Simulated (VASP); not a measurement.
Data:

```
CELL_PARAMETERS angstrom
      0.00000     2.56831     2.56831
      2.56831     0.00000     2.56831
      2.56831     2.56831     0.00000
ATOMIC_POSITIONS crystal
  Zr 0.00000 0.00000 0.00000
  O  0.25000 0.25000 0.25000
  O  0.75000 0.75000 0.75000
```

Computed with MS2 meta-GGA, VASP's PBE PAW potentials (set 64) (plane waves; VASP). Settings: 520 eV cut-off, 8×8×8 Γ-centred mesh, Gaussian smearing of 0.050 eV, potentials Zr_sv O.

Question: Give the stress tensor in GPa (positive for a compressed cell).

Answer: 
```
-7.07   0.00   0.00
 0.00  -7.07   0.00
 0.00   0.00  -7.07
```
The pressure is its mean diagonal, -7.07 GPa.

The compound is ZrO2 in the fluorite structure, the high-temperature cubic form, which is unstable at 0 K; the monoclinic form is the stable one. This cell is one point of a volume scan, at 1.03 of the reference volume.
